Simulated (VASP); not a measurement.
# BeCd2S3 (P1) in VASP: relaxation of cell and atoms with PBE

Aim: the relaxation of cell and atoms of BeCd2S3 with PBE.

All numbers are computed with VASP 6.6.1; they aren't measurements. Logs are shortened: lines on timing, memory, paths and dates and some standing lists are left out, and cuts for length are marked.

### 1 The structure

The typed cell holds 12 atoms: a = 7.031 Å, b = 6.905 Å, c = 6.660 Å, α = 98.82°, β = 98.47°, γ = 123.05°.

The cell was built by a generator and needn't be a form met in nature.

### 2 Relaxation of cell and atoms, PBE

INCAR

```
SYSTEM = BeCd2S3
PREC = Normal ; ENCUT = 520
EDIFF = 1E-5 ; ISMEAR = 0
SIGMA = 0.05 ; LREAL = Auto
LASPH = .True. ; NELM = 80
ALGO = Fast ; ISIF = 3
LWAVE = .False. ; LCHARG = .False.
GGA = PE ; IBRION = 2
NSW = 110 ; EDIFFG = -0.03
ISYM = 0 ; KPAR = 2
```

KPOINTS

```
regular mesh
0
Gamma
  3 3 3
  0 0 0
```

POSCAR

```
BeCd2S3
1.0
    3.3875293300     -6.1613654000      0.0048118300
    3.2576295700      6.0877548100     -0.0490460800
   -2.0577914900     -0.0063552500      6.3342021800
Be Cd S
2 4 6
Direct
    0.0586140000      0.8995672300      0.5026566500
    0.8875381300      0.0649263000      0.9613424400
    0.4214644400      0.5910138800      0.5049019000
    0.7702140700      0.2594738100      0.5202096600
    0.5839766700      0.4049419800      0.9996004300
    0.2618732800      0.7721895200      0.9684080100
    0.7541471000      0.5651884900      0.3852403000
    0.0277093900      0.1626607300      0.3529465800
    0.3294182600      0.8535309300      0.3822881300
    0.5804300600      0.7733846800      0.9008772700
    0.1583772200      0.0114751200      0.8355229000
    0.8718489600      0.3163174000      0.8780548100
```

Potentials or basis: VASP PAW PBE potentials, release 64 (Be, Cd, S).

The run is started by

```sh
cat potpaw_PBE.64/Be/POTCAR potpaw_PBE.64/Cd/POTCAR potpaw_PBE.64/S/POTCAR > POTCAR
mpirun -np 2 vasp_std > vasp.out
```

OUTCAR:

```text
SYSTEM = BeCd2S3
   PREC = Normal
   ENCUT = 520
   EDIFF = 1E-5
   ISMEAR = 0
   LREAL = Auto
   LASPH = .True.
   NELM = 80
   ISIF = 3
   GGA = PE
   IBRION = 2
   NSW = 110
   EDIFFG = -0.03
   ISYM = 0

 ion  position               nearest neighbor table
   1  0.059  0.900  0.503-   7 2.02  11 2.10   8 2.29   9 2.32
   2  0.888  0.065  0.961-  10 1.91  12 1.95  11 2.37   8 2.49
   3  0.421  0.591  0.505-   9 2.44  10 2.52   8 2.60   7 2.66   6 3.70
   4  0.770  0.259  0.520-  12 2.29   7 2.47   8 2.58   9 2.68   6 3.71
   5  0.584  0.405  1.000-   7 2.46  11 2.61  12 2.61  10 2.74   6 3.61
   6  0.262  0.772  0.968-  10 2.34  11 2.37   9 2.64  12 2.70   5 3.61   3 3.70   4 3.71
   7  0.754  0.565  0.385-   1 2.02   5 2.46   4 2.47   3 2.66
   8  0.028  0.163  0.353-   1 2.29   2 2.49   4 2.58   3 2.60
   9  0.329  0.854  0.382-   1 2.32   3 2.44   6 2.64   4 2.68
  10  0.580  0.773  0.901-   2 1.91   6 2.34   3 2.52   5 2.74
  11  0.158  0.011  0.836-   1 2.10   2 2.37   6 2.37   5 2.61
  12  0.872  0.316  0.878-   2 1.95   4 2.29   5 2.61   6 2.70

IMPORTANT INFORMATION: All symmetrisations will be switched off!
NOSYMM: (Re-)initialisation of all symmetry stuff for point group C_1.

----------------------------------------------------------------------------------------

                                     Primitive cell

  volume of cell :     257.2006

  direct lattice vectors                    reciprocal lattice vectors
     3.387529330 -6.161365400  0.004811830     0.149924819 -0.079834788  0.048625958
     3.257629570  6.087754810 -0.049046080     0.151738755  0.083464793  0.049379093
    -2.057791490 -0.006355250  6.334202180     0.001061030  0.000706920  0.158218485

  length of vectors
     7.031202010  6.904731317  6.660079839     0.176679168  0.180081416  0.158223622

  position of ions in fractional coordinates (direct lattice)
     0.058614000  0.899567230  0.502656650
     0.887538130  0.064926300  0.961342440
     0.421464440  0.591013880  0.504901900
     0.770214070  0.259473810  0.520209660
     0.583976670  0.404941980  0.999600430
     0.261873280  0.772189520  0.968408010
     0.754147100  0.565188490  0.385240300
     0.027709390  0.162660730  0.352946580
     0.329418260  0.853530930  0.382288130
     0.580430060  0.773384680  0.900877270
     0.158377220  0.011475120  0.835522900
     0.871848960  0.316317400  0.878054810

  ion indices of the primitive-cell ions
   primitive index   ion index
                 1           1
                 2           2
                 3           3
                 4           4
                 5           5
                 6           6
                 7           7
                 8           8
                 9           9
                10          10
                11          11
                12          12

----------------------------------------------------------------------------------------

 KPOINTS: regular mesh

Automatic generation of k-mesh.
 Grid dimensions read from file:
 generate k-points for:    3    3    3

 Generating k-lattice:

  Cartesian coordinates                     Fractional coordinates (reciprocal lattice)
     0.049974940 -0.026611596  0.016208653     0.333333333 -0.000000000  0.000000000
     0.050579585  0.027821598  0.016459698    -0.000000000  0.333333333 -0.000000000
     0.000353677  0.000235640  0.052739495    -0.000000000  0.000000000  0.333333333

  Length of vectors
     0.058893056  0.060027139  0.052741207

  Shift w.r.t. Gamma in fractional coordinates (k-lattice)
     0.000000000  0.000000000  0.000000000

 Subroutine IBZKPT returns following result:
 ===========================================

 Found     14 irreducible k-points:

 Following reciprocal coordinates:
            Coordinates               Weight
  0.000000  0.000000  0.000000      1.000000
  0.333333  0.000000 -0.000000      2.000000
 -0.000000  0.333333 -0.000000      2.000000
  0.333333  0.333333 -0.000000      2.000000
 -0.333333  0.333333  0.000000      2.000000
  0.000000  0.000000  0.333333      2.000000
  0.333333  0.000000  0.333333      2.000000
 -0.333333 -0.000000  0.333333      2.000000
  0.000000  0.333333  0.333333      2.000000
  0.333333  0.333333  0.333333      2.000000
 -0.333333  0.333333  0.333333      2.000000
  0.000000 -0.333333  0.333333      2.000000
  0.333333 -0.333333  0.333333      2.000000
 -0.333333 -0.333333  0.333333      2.000000
   k-points           NKPTS =     14   k-points in BZ     NKDIM =     14   number of bands    NBANDS=     52
   number of dos      NEDOS =    301   number of ions     NIONS =     12
   total plane-waves  NPLWV =  64000
   dimension x,y,z NGX =    40 NGY =   40 NGZ =   40
   dimension x,y,z NGXF=    80 NGYF=   80 NGZF=   80
   ions per type =               2   4   6
   NGX,Y,Z   is equivalent  to a cutoff of   9.46,  9.63,  9.98 a.u.
   NGXF,Y,Z  is equivalent  to a cutoff of  18.92, 19.26, 19.97 a.u.
 SYSTEM =  BeCd2S3
   PREC   = normal    normal or accurate (medium, high low for compatibility)
   ISTART =      0    job   : 0-new  1-cont  2-samecut
   ICHARG =      2    charge: 1-file 2-atom 10-const
   ISPIN  =      1    spin polarized calculation?
   LNONCOLLINEAR =      F non collinear calculations
   LSORBIT =      F    spin-orbit coupling
   LASPH  =      T    aspherical Exc in radial PAW
   ENCUT  =  520.0 eV  38.22 Ry    6.18 a.u.  13.07 12.84 12.38*2*pi/ulx,y,z
   NELM   =     80;   NELMIN=  2; NELMDL= -5     # of ELM steps
   EDIFF  = 0.1E-04   stopping-criterion for ELM
   LREAL  =      T    real-space projection
   EDIFFG = -.3E-01   stopping-criterion for IOM
   NSW    =    110    number of steps for IOM
   IBRION =      2    ionic relax: 0-MD 1-quasi-New 2-CG
   NFREE  =      1    steps in history (QN), initial steepest desc. (CG)
   ISIF   =      3    stress and relaxation
   ISYM   =      0    0-nonsym 1-usesym 2-fastsym
   POTIM  = 0.5000    time-step for ionic-motion
   TEBEG  =    0.0;   TEEND  =   0.0 temperature during run
   PSTRESS=    0.0 pullay stress
   NELECT =      88.0000    total number of electrons
   NUPDOWN=      -1.0000    fix difference up-down
   EMIN   =  10.00;   EMAX   =-10.00  energy-range for DOS
   EFERMI =   0.00;   METHOD = LEGACY
   ISMEAR =     0;   SIGMA  =   0.05  broadening in eV -4-tet -1-fermi 0-gaus
   EFERMI_NEDOS =   21; number of points for ismear=-14 and -15
   IALGO  =     68    algorithm
   IMIX   =      4    mixing-type and parameters
     AMIX     =   0.40;   BMIX     =  1.00
     AMIX_MAG =   1.60;   BMIX_MAG =  1.00
  volume/ion in A,a.u.               =      21.43       144.64
  Fermi-wavevector in a.u.,A,eV,Ry     =   1.145016  2.163767 17.838089  1.311063
  Thomas-Fermi vector in A             =   2.281706
   LORBIT       =      0    0 simple, 1 ext, 2 COOP (PROOUT), +10 PAW based schemes
   GGA     = PE    functional components
   LHFCALC =     F    Hartree Fock is set to
   AEXX    =    0.0000 exact exchange contribution
   IVDW    =     0    specifies the selected vdW correction
   LEPSILON=     F    determine dielectric tensor
   LRPA    =     F    only Hartree local field effects (RPA)
 conjugate gradient relaxation of ions
 non-spin polarized calculation
 RMM-DIIS sequential band-by-band and
 Gauss-broadening in eV      SIGMA  =   0.05
  energy-cutoff  :      520.00
  volume of cell :      257.20
 maximum number of plane-waves:      6943
   NGX = 27   NGY = 25   NGZ = 25

--------------------------------------- Ionic step        1  -------------------------------------------

 number of electron      87.9999994 magnetization

 Free energy of the ion-electron system (eV)
  ---------------------------------------------------
  ext. energy  EPLUGINS =         0.00000000
  ---------------------------------------------------
  free energy    TOTEN  =       -42.55267332 eV

  energy without entropy =      -42.55267332  energy(sigma->0) =      -42.55267332

------------------------ aborting loop because EDIFF is reached ----------------------------------------

  FORCE on cell =-STRESS in cart. coord.  units (eV):
  Direction    XX          YY          ZZ          XY          YZ          ZX
  --------------------------------------------------------------------------------------
  -------------------------------------------------------------------------------------
  Total        4.7255298      2.5148321      6.6962361      1.8021392     -1.8731183      0.0712148
  in kB       29.4366956     15.6656187     41.7127969     11.2260476    -11.6681973      0.4436178
  external PRESSURE =      28.9383704 kB  Pullay stress =       0.0000000 kB
[... 119 lines left out ...]
  FREE ENERGIE OF THE ION-ELECTRON SYSTEM (eV)
  ---------------------------------------------------
  free  energy   TOTEN  =       -43.6131891460 eV

  energy  without entropy=      -43.6131891460  energy(sigma->0) =      -43.61318915

[... ionic steps 4 to 11 ...]

--------------------------------------- Ionic step       12  -------------------------------------------

 number of electron      88.0000000 magnetization

------------------------ aborting loop because EDIFF is reached ----------------------------------------

  FORCE on cell =-STRESS in cart. coord.  units (eV):
  Direction    XX          YY          ZZ          XY          YZ          ZX
  --------------------------------------------------------------------------------------
  -------------------------------------------------------------------------------------
  Total       -0.0161466      0.1120969      0.0340440      0.0760180     -0.0190490     -0.0021335
  in kB       -0.1005362      0.6979677      0.2119739      0.4733234     -0.1186080     -0.0132844
  external PRESSURE =       0.2698018 kB  Pullay stress =       0.0000000 kB
[... 77 lines left out ...]
  energy  without entropy=      -44.0835255598  energy(sigma->0) =      -44.08352556

--------------------------------------- Ionic step       14  -------------------------------------------

 number of electron      87.9999999 magnetization

 Free energy of the ion-electron system (eV)
  ---------------------------------------------------
  ext. energy  EPLUGINS =         0.00000000
  ---------------------------------------------------
  free energy    TOTEN  =       -44.08431279 eV

  energy without entropy =      -44.08431279  energy(sigma->0) =      -44.08431279

 E-fermi :   2.0833     XC(G=0):  -9.3160

 val. band max:        1.8649262229   @ k =   0.0000   0.0000   0.0000
 cond. band min:       3.6834131497   @ k =   0.0000   0.0000   0.0000
 fundamental gap:      1.8184869268
 Fermi energy:         2.0833148424

 k-point     1 :       0.0000    0.0000    0.0000
  band No.  band energies     occupation
      1     -10.7349      2.00000
      2     -10.0163      2.00000
      3      -9.7823      2.00000
      4      -9.7525      2.00000
      5      -9.7509      2.00000
      6      -9.7172      2.00000
[... 798 lines left out ...]
  FREE ENERGIE OF THE ION-ELECTRON SYSTEM (eV)
  ---------------------------------------------------
  free  energy   TOTEN  =       -44.0843127857 eV

  energy  without entropy=      -44.0843127857  energy(sigma->0) =      -44.08431279

 reached required accuracy - stopping structural energy minimisation
```

Wall time 3.1 min (2 MPI ranks of Intel Xeon 6975P-C (Granite Rapids), shared host); peak memory 0.31 GiB.

What came out:

* Free energy: -44.0843 eV
* Relaxed volume: 21.45 Å³/atom
* Relaxed cell: a = 6.867 Å, b = 6.862 Å, c = 6.688 Å, α = 98.72°, β = 98.71°, γ = 120.87°
* Space group after relaxing (to 0.05 Å): Cc (No. 9)
* Energy gained by relaxing: 127.6 meV/atom
* Ionic steps: 14
* Pressure after relaxing: 0.0 GPa
* Largest force after relaxing: 0.030 eV/Å
* Band gap on the k mesh: 1.82 eV, direct

Forces in eV/Å, atoms in the order of the input:
```
Be   0.012 -0.005 -0.001
Be  -0.005 -0.017 -0.024
Cd   0.010  0.020 -0.004
Cd   0.006 -0.001 -0.008
Cd   0.009 -0.005  0.000
Cd  -0.014  0.014  0.022
S    0.002  0.008 -0.008
S   -0.004 -0.010  0.008
S    0.005  0.011  0.020
S   -0.007 -0.003 -0.006
S    0.008 -0.011  0.005
S   -0.022 -0.002 -0.005
```

Step by step:
```csv
step,energy change (eV),largest force (eV/Å),pressure (GPa),volume (Å³)
1,0.0000,2.5132,2.89,257.20
2,-1.0410,0.8368,-2.52,271.83
3,-1.0605,0.7006,-3.10,274.33
4,-1.3798,0.5198,-0.34,260.24
5,-1.3931,0.5325,0.57,256.69
6,-1.4742,0.3884,0.33,256.88
7,-1.5045,0.3462,0.17,257.05
8,-1.5248,0.1066,-0.19,258.23
9,-1.5251,0.1026,-0.23,258.36
10,-1.5293,0.0759,0.08,256.97
11,-1.5294,0.0721,0.23,256.58
12,-1.5309,0.0608,0.03,257.32
13,-1.5309,0.0624,0.01,257.30
14,-1.5316,0.0297,-0.02,257.45
```

Final structure:
```
Be Cd S
1.0
     3.38923   -5.97239    0.00300
     3.38532    5.96937   -0.00139
    -2.05450    0.00127    6.36425
Be Cd S
2 4 6
Cartesian
  2.3176 5.0513 3.1077
  1.3051 -5.0769 6.3052
  2.3025 0.9997 3.1437
  2.3432 -3.1285 3.1555
  1.2788 -1.0385 6.3267
  1.3435 3.0929 6.3153
  3.6826 -1.0420 2.4986
  -0.0473 0.7128 2.1241
  3.2992 3.2730 2.4941
  2.6686 1.0013 5.6793
  -1.0678 -0.7323 5.3021
  2.2915 -3.3043 5.6933
```
